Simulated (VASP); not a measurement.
VASP runs on Ta₂N share one base input (LDA (Ceperley-Alder, Perdew-Zunger), plane waves, VASP's LDA PAW potentials (set 64)) and change the settings named in each case.

### KPOINTS
```
Automatic mesh
0
Gamma
13 13 1
0 0 0
```

File POSCAR:
```
Ta2N
1
    2.9240370000     0.0000000000     0.0000000000
   -1.4620180000     2.5322910000     0.0000000000
    0.0000000000     0.0000000000    16.3510660000
N Ta
1 2
Direct
  0.0000000000   0.0000000000   0.5000000000
  0.3333330000   0.6666670000   0.5718930000
  0.6666670000   0.3333330000   0.4281070000
```

### INCAR
```
! general
SYSTEM =Ta2N
PREC   =Accurate
ENCUT  =400
LREAL  =F
LASPH  =T

! electronic loop
EDIFF  =1E-6
NELM   =100
ALGO   =Normal
LMAXMIX=6

! smearing
ISMEAR =1
SIGMA  =0.2

! ions
ISIF   =2

! output
LWAVE  =F
LCHARG =F
```

POTCAR, in this order: N Ta_pv (LDA.64 set). Program: vasp_std.

```csv
change,E(σ→0) (eV/atom),largest force (eV/Å),−TS (eV)
base run,-11.3310,1.366,-0.0122
"NEDOS = 601, KPOINTS 20×20×1 Γ-centred mesh",-11.3330,1.335,-0.0059
"NEDOS = 601, KPOINTS 20×20×1 Γ-centred mesh",-11.3330,1.335,-0.0059
NEDOS = 601,-11.3310,1.366,-0.0122
```
 Energies of different potentials or functionals have different zeros.  The cell holds a wide vacuum, so values per volume refer to the whole cell. Unless said otherwise, spin-orbit coupling is left out, though it shifts the bands of the heavy elements here.

Left out are runs that ran out of time, are held back, or changed the cell or the kind of run, fixed moments of cells without a moment, rows past the twelfth, gaps on odd meshes, pressures of charged cells and columns that move by less than the noise.

The cell is a sheet or thin cut with vacuum, built from a generated structure.
